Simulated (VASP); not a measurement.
A convergence study with VASP on Na (bcc): one setting is varied, all else stays as given below, so the limit is that of these other settings.

```
Na
1.0
   -2.13000     2.13000     2.13000
    2.13000    -2.13000     2.13000
    2.13000     2.13000    -2.13000
Na
1
Direct
  0.00000   0.00000   0.00000
```

The numbers are results of PBE GGA, VASP's PBE PAW potentials (set 64) (plane waves; VASP), not measurements. The tightest run used: 550 eV cut-off, 18×18×18 Monkhorst-Pack mesh, first-order Methfessel-Paxton smearing of 0.10 eV, potentials Na_pv.

The reference is 18×18×18 mesh, which took about 60 core-seconds. Costs are core time on shared hosts, one run each; read them as rough ratios.

**Question.** Of the settings 1×1×1 mesh; 2×2×2 mesh; 3×3×3 mesh; 4×4×4 mesh; 5×5×5 mesh; 6×6×6 mesh; 7×7×7 mesh; 8×8×8 mesh; 9×9×9 mesh; 10×10×10 mesh; 11×11×11 mesh; 12×12×12 mesh; 13×13×13 mesh; 14×14×14 mesh; 15×15×15 mesh; 16×16×16 mesh; 17×17×17 mesh; 18×18×18 mesh, which is the lowest that keeps the difference from the reference in E (eV/atom) within 0.002 from there on, and what does it cost?

**Answer.** 13×13×13 mesh; its cost over the reference is within a factor of 2.
```tsv
setting	difference in E (eV/atom)	cost over the reference
1×1×1 mesh	1.8774	about 1/20
2×2×2 mesh	0.1513	about 1/10
3×3×3 mesh	0.1383	about 1/10
4×4×4 mesh	0.0233	about 1/10
5×5×5 mesh	0.0075	about 1/9
6×6×6 mesh	0.0146	about 1/8
7×7×7 mesh	0.0011	about 1/7
8×8×8 mesh	0.0055	about 1/5
9×9×9 mesh	0.0055	about 1/4
10×10×10 mesh	0.0022	about 1/6
11×11×11 mesh	0.0035	about 1/3
12×12×12 mesh	0.0027	about 1/2
13×13×13 mesh	0.0005	within a factor of 2
14×14×14 mesh	0.0003	within a factor of 2
15×15×15 mesh	0.0008	within a factor of 2
16×16×16 mesh	0.0006	within a factor of 2
17×17×17 mesh	0.0004	within a factor of 2
18×18×18 mesh	0.0000	reference
```

Left out are rungs that failed or repeat a setting and relaxations that didn't move; long series are thinned to 24 rows.

The compound is Na in the bcc structure. The cell was not relaxed at this level.
